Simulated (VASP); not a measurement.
Consider the following.

```yaml
crystal:
  lattice:
    - [0.00000, 2.21255, 2.21255]
    - [2.21255, 0.00000, 2.21255]
    - [2.21255, 2.21255, 0.00000]
  atoms:
    - { symbol: Al, position: [0.00000, 0.00000, 0.00000] }
    - { symbol: N, position: [0.25000, 0.25000, 0.25000] }
```

All values below come from RPBE GGA, VASP's PBE PAW potentials (set 64) (plane waves; VASP 6.6.1). Numerical set-up: 520 eV cut-off, 10×10×10 Γ-centred mesh, Gaussian smearing of 0.050 eV, potentials Al N.

Task: Predict the energy per atom (σ→0), band gap (on the k-mesh) with the smallest direct gap where there is one.

Result: 
```
Item                                          Value
-----------------------------------  --------------
band gap (on the k-mesh)                    3.34 eV
smallest direct gap (on the k-mesh)         3.89 eV
energy per atom (σ→0)                -7.067 eV/atom
```

Only differences to runs with the same potentials and settings are physical.

The compound is AlN in the zinc blende structure, a metastable form; wurtzite is the usual one. It was relaxed first.
